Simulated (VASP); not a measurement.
Method: r2SCAN meta-GGA, VASP's PBE PAW potentials (set 64) (plane waves; VASP).

A VASP calculation is set up with these files.

**INCAR**
```
# general
SYSTEM =ZrB2
PREC   =Accurate
ENCUT  =520
LREAL  =.FALSE.
LASPH  =.TRUE.

# electronic loop
EDIFF  =1E-6
NELM   =100
ALGO   =Normal
LMAXMIX=4
LMIXTAU=.TRUE.

# smearing
ISMEAR =1
SIGMA  =0.1

# functional
METAGGA=R2SCAN

# ions
IBRION =2
NSW    =60
ISIF   =3
EDIFFG =-0.02

# output
LWAVE  =.FALSE.
LCHARG =.FALSE.
```

KPOINTS:
```
Automatic mesh
0
Gamma
10 10 8
0 0 0
```

File POSCAR:
```
ZrB2
1
    1.5773694155    -2.7320844331    -0.0000000000
    1.5773694155     2.7320844331     0.0000000000
   -0.0000000000    -0.0000000000     3.5119726413
Zr B
1 2
Direct
  0.0000000000   0.0000000000   0.0000000000
  0.3333330000   0.6666670000   0.5000000000
  0.6666670000   0.3333330000   0.5000000000
```

POTCAR, in this order: Zr_sv B (PBE.64 set). Program: vasp_std.

Problem. Predict the energy per atom (σ→0), volume per atom, band gap (on the k-mesh).

Solution. 
| Item | Result |
|---|---|
| energy per atom (σ→0) | -1306.8 kJ/mol-atom |
| band gap (on the k-mesh) | none (metal, semimetal or under 0.01 eV) |
| volume per atom | 10.29 Å³/atom |

OSZICAR:
```
...
DAV:   2    -0.406334748411E+02    0.95044E-03   -0.23605E-03  2095   0.425E-01    0.110E-01
DAV:   3    -0.406334125665E+02    0.62275E-04   -0.10057E-03  1985   0.333E-01    0.439E-02
DAV:   4    -0.406333596407E+02    0.52926E-04   -0.39096E-04  2070   0.218E-01    0.122E-02
DAV:   5    -0.406334569835E+02   -0.97343E-04   -0.35032E-04  2035   0.205E-01    0.851E-03
DAV:   6    -0.406335138634E+02   -0.56880E-04   -0.44789E-05  1925   0.702E-02    0.384E-03
DAV:   7    -0.406335185368E+02   -0.46734E-05   -0.10779E-06  1475   0.121E-02    0.165E-03
DAV:   8    -0.406335183812E+02    0.15566E-06   -0.24690E-07   965   0.606E-03
   4 F= -.40633518E+02 E0= -.40633458E+02  d E =-.578115E-03
```

The compound is ZrB2 in the AlB2 type structure. This run relaxes it. Symmetry was kept, so distortions that lower it aren't found. The start is the result of an earlier pass.
